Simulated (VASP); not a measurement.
# AlNH₂Cl₂: harmonic vibrations of a molecule

AlNH₂Cl₂, molecule in box, 6 atoms in the cell. PBE, harmonic vibrations; PAW potentials N, Al, Cl, H (PBE set).

## Input

INCAR.step1:
```
ALGO     = Normal         # electronic algorithm
EDIFF    = 1E-8           # SCF threshold, eV
EDIFFG   = -0.005         # ionic threshold
ENCUT    = 400            # plane-wave cutoff, eV
IBRION   = 2              # ionic algorithm
ISIF     = 2              # what is computed and relaxed
ISMEAR   = 0              # smearing method
ISYM     = 0            
LASPH    = True           # aspherical terms in the spheres
LCHARG   = False          # write CHGCAR
LREAL    = False          # projectors in reciprocal space
LWAVE    = False          # write WAVECAR
NELM     = 100            # most SCF steps
NSW      = 150            # ionic steps
POTIM    = 0.5            # step
PREC     = Accurate       # precision mode
SIGMA    = 0.01           # smearing width, eV
```

INCAR.step2, as INCAR.step1 but for:
```
- EDIFFG = -0.005
- IBRION = 2
- ISIF = 2
- NSW = 150
- POTIM = 0.5
+ IBRION = 5
+ NFREE = 2
+ NSW = 1
+ POTIM = 0.015
```

KPOINTS:
```
k-points
0
Gamma
  1 1 1
```

POSCAR.step1:
```
AlH2NCl2
1.0
   12.0000000000      0.0000000000      0.0000000000
    0.0000000000     13.0000000000      0.0000000000
    0.0000000000      0.0000000000     12.0000000000
N Al Cl H
1 1 2 2
Direct
    0.4655125000      0.5919461500      0.4845166700
    0.4877875000      0.4595846200      0.4959916700
    0.6086125000      0.4035076900      0.6046666700
    0.3935541700      0.3576384600      0.4010000000
    0.5078208300      0.6455923100      0.5277166700
    0.4087041700      0.6244461500      0.4338500000
```

Commands (each step's output is kept before the next begins):
```
cat potpaw_PBE.64/N/POTCAR potpaw_PBE.64/Al/POTCAR potpaw_PBE.64/Cl/POTCAR potpaw_PBE.64/H/POTCAR > POTCAR
cp INCAR.step1 INCAR
cp POSCAR.step1 POSCAR
mpirun -np 4 vasp_gam > vasp.out
cp CONTCAR POSCAR
cp INCAR.step2 INCAR
mpirun -np 4 vasp_gam > vasp.out
```

## Result

- Vibrations (cm⁻¹; a negative value is imaginary): 3599, 3509, 1510, 843, 687, 558, 418, 365, 352, 210, 167, 145
- Zero-point energy (eV): 0.766
- Translations and rotations, which should read zero (cm⁻¹): -11, -5, -1, 1, 3, 7
- Vibrational entropy at 298 K (meV/K): 0.496
- Displaced cells: 36
- Ionic steps, all stages: 56
- Electronic steps, all stages: 1038

VASP 6.6.1 took 924 s on 4 cores (Intel Xeon 6975P-C (Granite Rapids)), a shared host.
